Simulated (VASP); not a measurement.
Output of a VASP run:

File OSZICAR:
```
...
DAV:   8    -0.584980936868E+01   -0.16994E-01   -0.19160E+00  5584   0.195E+01    0.369E+00
DAV:   9    -0.579230677742E+01    0.57503E-01   -0.29293E-01  5552   0.802E+00    0.151E+00
DAV:  10    -0.578848525529E+01    0.38215E-02   -0.88183E-02  5608   0.453E+00    0.243E-01
DAV:  11    -0.578853651613E+01   -0.51261E-04   -0.12630E-03  5778   0.459E-01    0.164E-01
DAV:  12    -0.578855757551E+01   -0.21059E-04   -0.64406E-05  5819   0.104E-01    0.107E-01
DAV:  13    -0.578854266384E+01    0.14912E-04   -0.41395E-05  5503   0.826E-02    0.695E-02
DAV:  14    -0.578852447039E+01    0.18193E-04   -0.97816E-05  5462   0.143E-01    0.103E-02
DAV:  15    -0.578852429520E+01    0.17518E-06   -0.23932E-06  2808   0.183E-02
   1 F= -.57885243E+01 E0= -.57885423E+01  d E =-.578852E+01  mag=     2.2963
       N       E                     dE             d eps       ncg     rms          rms(c)
DAV:   1    -0.721490915925E+01   -0.14264E+01   -0.37320E+01  5458   0.105E+02    0.133E+01
DAV:   2    -0.578862501851E+01    0.14263E+01   -0.10455E+01  5506   0.540E+01    0.965E+00
DAV:   3    -0.580151409292E+01   -0.12889E-01   -0.22551E-01  5542   0.822E+00    0.480E+00
DAV:   4    -0.578711063247E+01    0.14403E-01   -0.74137E-03  6040   0.913E-01    0.955E-01
DAV:   5    -0.577836695609E+01    0.87437E-02   -0.20330E-02  5867   0.140E+00    0.220E-01
DAV:   6    -0.577855073454E+01   -0.18378E-03   -0.13145E-03  5815   0.540E-01    0.106E-01
DAV:   7    -0.577852422249E+01    0.26512E-04   -0.42490E-05  5897   0.760E-02    0.400E-02
DAV:   8    -0.577852936976E+01   -0.51473E-05   -0.13610E-05  5564   0.543E-02    0.107E-02
DAV:   9    -0.577852419357E+01    0.51762E-05   -0.13783E-06  2673   0.981E-03    0.428E-03
DAV:  10    -0.577852473819E+01   -0.54462E-06   -0.26511E-07  2613   0.847E-03
   2 F= -.57785247E+01 E0= -.57783156E+01  d E =0.999956E-02  mag=     2.0037
       N       E                     dE             d eps       ncg     rms          rms(c)
DAV:   1    -0.624547781132E+01   -0.46695E+00   -0.11036E+01  5418   0.615E+01    0.652E+00
DAV:   2    -0.585917272254E+01    0.38631E+00   -0.44219E+00  5499   0.308E+01    0.552E+00
DAV:   3    -0.583774349160E+01    0.21429E-01   -0.25253E-01  5509   0.858E+00    0.250E+00
DAV:   4    -0.583271999175E+01    0.50235E-02   -0.17443E-03  5515   0.627E-01    0.586E-01
DAV:   5    -0.582939761920E+01    0.33224E-02   -0.70353E-03  6293   0.773E-01    0.139E-01
DAV:   6    -0.582944225439E+01   -0.44635E-04   -0.75648E-05  5556   0.118E-01    0.760E-02
DAV:   7    -0.582945860355E+01   -0.16349E-04   -0.74157E-05  6315   0.112E-01    0.298E-02
DAV:   8    -0.582945650150E+01    0.21020E-05   -0.14426E-05  5063   0.590E-02    0.175E-02
DAV:   9    -0.582945510905E+01    0.13925E-05   -0.59693E-07  2693   0.110E-02    0.120E-02
DAV:  10    -0.582945585932E+01   -0.75027E-06   -0.21455E-07  2616   0.586E-03
   3 F= -.58294559E+01 E0= -.58294771E+01  d E =-.409316E-01  mag=     2.1939
       N       E                     dE             d eps       ncg     rms          rms(c)
DAV:   1    -0.582960127596E+01   -0.14617E-03   -0.37737E-03  5432   0.110E+00    0.122E-01
DAV:   2    -0.582946325269E+01    0.13802E-03   -0.13713E-03  5492   0.562E-01    0.987E-02
DAV:   3    -0.582946299504E+01    0.25766E-06   -0.51994E-05  5508   0.124E-01    0.482E-02
DAV:   4    -0.582946113536E+01    0.18597E-05   -0.52045E-07  2763   0.102E-02    0.105E-02
DAV:   5    -0.582946091466E+01    0.22071E-06   -0.26864E-06  2656   0.156E-02
   4 F= -.58294609E+01 E0= -.58294768E+01  d E =-.409366E-01  mag=     2.1880
```

File OUTCAR:
```
------------------------ aborting loop because EDIFF is reached ----------------------------------------
  FORCE on cell =-STRESS in cart. coord.  units (eV):
  Direction    XX          YY          ZZ          XY          YZ          ZX
  --------------------------------------------------------------------------------------
  Total        0.0046344      0.0046344      0.0046344      0.0000000     -0.0000000      0.0000000
  in kB        0.6791837      0.6791837      0.6791837      0.0000000     -0.0000000      0.0000000
  external PRESSURE =       0.6791837 kB  Pullay stress =       0.0000000 kB
  volume of cell :       10.93
      direct lattice vectors                 reciprocal lattice vectors
    -1.398150063  1.398150063  1.398150063     0.000000000  0.357615404  0.357615404
     1.398150063 -1.398150063  1.398150063     0.357615404  0.000000000  0.357615404
     1.398150063  1.398150063 -1.398150063     0.357615404  0.357615404  0.000000000
 POSITION                                       TOTAL-FORCE (eV/Angst)
 -----------------------------------------------------------------------------------
      0.00000      2.79630      0.00000         0.000000     -0.000000      0.000000
 -----------------------------------------------------------------------------------
    total drift:                                0.000000      0.000000      0.000000
  FREE ENERGIE OF THE ION-ELECTRON SYSTEM (eV)
  ---------------------------------------------------
  free  energy   TOTEN  =        -5.8294609147 eV

  energy  without entropy=       -5.8295086872  energy(sigma->0) =       -5.82947684

 total charge

# of ion       s       p       d       tot
------------------------------------------
    1        0.503   0.586   6.233   7.322

 magnetization (x)

# of ion       s       p       d       tot
------------------------------------------
    1       -0.022  -0.063   2.237   2.151

 reached required accuracy - stopping structural energy minimisation
```
(Selected blocks of OUTCAR.)

POSCAR:
```
Fe
1
   -1.4350000000     1.4350000000     1.4350000000
    1.4350000000    -1.4350000000     1.4350000000
    1.4350000000     1.4350000000    -1.4350000000
Fe
1
Direct
  0.0000000000   0.0000000000   0.0000000000
```

Task: Write an INCAR and KPOINTS that could have produced this output.

Result: This is not unique; one that fits is the input of the run itself, revTPSS meta-GGA, plane waves, VASP's PBE PAW potentials (set 64).

KPOINTS:
```
Automatic mesh
0
Gamma
16 16 16
0 0 0
```

INCAR:
```
! general
SYSTEM   =  Fe
PREC     =  Accurate
ENCUT    =  520
LREAL    =  .FALSE.
LASPH    =  .TRUE.

! electronic loop
EDIFF    =  1E-6
NELM     =  100
ALGO     =  Normal
LMAXMIX  =  4
LMIXTAU  =  .TRUE.

! smearing
ISMEAR   =  1
SIGMA    =  0.1

! functional
METAGGA  =  RTPSS

! spin
ISPIN    =  2
MAGMOM   =  2.5

! ions
IBRION   =  2
NSW      =  60
ISIF     =  3
EDIFFG   =  -0.01

! output
LWAVE    =  .FALSE.
LCHARG   =  .FALSE.
LORBIT   =  10
```

POTCAR, in this order: Fe (PBE.64 set). Program: vasp_std.

Energy and stress use the plane-wave basis of the starting cell.

The compound is Fe in the bcc structure. This run relaxes it. Symmetry was kept, so distortions that lower it aren't found.
